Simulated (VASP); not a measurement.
An input for Quantum ESPRESSO's pw.x (written as the equivalent of a VASP run, and not itself run):

```
&CONTROL
  calculation = 'scf'
  pseudo_dir = './pseudo'
  outdir = './out'
  tprnfor = .true.
  tstress = .true.
/
&SYSTEM
  ibrav = 0
  nat = 2
  ntyp = 1
  ecutwfc = 94
  occupations = 'smearing'
  smearing = 'methfessel-paxton'
  degauss = 0.00735
  input_dft = 'vdw-df2-b86r'
/
&ELECTRONS
  conv_thr = 7.3e-09
  electron_maxstep = 100
/
ATOMIC_SPECIES
  Cr 51.996 Cr.upf
CELL_PARAMETERS angstrom
     2.8542045    0.0000000    0.0000000
     0.0000000    2.8542045    0.0000000
     0.0000000    0.0000000    2.8542045
ATOMIC_POSITIONS crystal
  Cr   0.0000000  0.0000000  0.0000000
  Cr   0.5000000  0.5000000  0.5000000
K_POINTS automatic
  13 13 13 0 0 0
```

Question: Translate this input to VASP (INCAR, KPOINTS, POSCAR, choice of POTCAR).

Answer: This is not unique; one that fits is 
**INCAR**
```
LWAVE = F
ISIF = 2   ! forces and stress, cell fixed
LMAXMIX = 4
LUSE_VDW = T
LCHARG = F
AGGAC = 0.0
GGA = MK
ENCUT = 520   ! plane-wave cut-off (eV)
PARAM2 = 0.7114
PARAM1 = 0.1234568
LASPH = T   ! aspherical one-centre terms
ZAB_VDW = -1.8867
ISMEAR = 1
SYSTEM = Cr
EDIFF = 1E-7   ! SCF stop (eV)
LREAL = F   ! projection in real space or not
PREC = Accurate
NELM = 100   ! most electronic steps
ALGO = Normal
SIGMA = 0.1
```

### POSCAR
```
Cr
1
    2.8542045417     0.0000000000     0.0000000000
    0.0000000000     2.8542045417     0.0000000000
    0.0000000000     0.0000000000     2.8542045417
Cr
2
Direct
  0.0000000000   0.0000000000   0.0000000000
  0.5000000000   0.5000000000   0.5000000000
```

### KPOINTS
```
Automatic
0
G
  13 13 13
```

POTCAR, in this order: Cr_pv (PBE.64 set). Program: vasp_std.

What does not carry over: the potentials are each code's own (VASP's PAW set, PseudoDojo norm-conserving files in pw.x), so ENCUT and ecutwfc are chosen apart and not converted; conv_thr bounds pw.x's estimated SCF error, while EDIFF bounds the energy change between steps.

The compound is Cr in the bcc, AFM order structure. This cell is one point of a volume scan, at 1.03 of the reference volume.
